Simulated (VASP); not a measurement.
```
CELL_PARAMETERS angstrom
      3.80977     0.00000     0.00000
      0.00000     3.80977     0.00000
      0.00000     0.00000     3.80977
ATOMIC_POSITIONS crystal
  Tl 0.00000 0.00000 0.00000
  Cl 0.50000 0.50000 0.50000
```

All values below come from optB86b-vdW, VASP's PBE PAW potentials (set 64) (plane waves; VASP 6.6.1). Run with 520 eV cut-off, Gaussian smearing of 0.050 eV, potentials Tl_d Cl.

Unless said otherwise, spin-orbit coupling is left out, though it shifts the bands of the heavy elements here.

Question: Estimate the band gap (along the path) with the smallest direct gap where there is one.

Answer: 
| Item | Result |
|---|---|
| band gap (along the path) | 2.03 eV |
| smallest direct gap (along the path) | 2.03 eV |

Only differences to runs with the same potentials and settings are physical.

The compound is TlCl in the CsCl type structure. It was relaxed first.
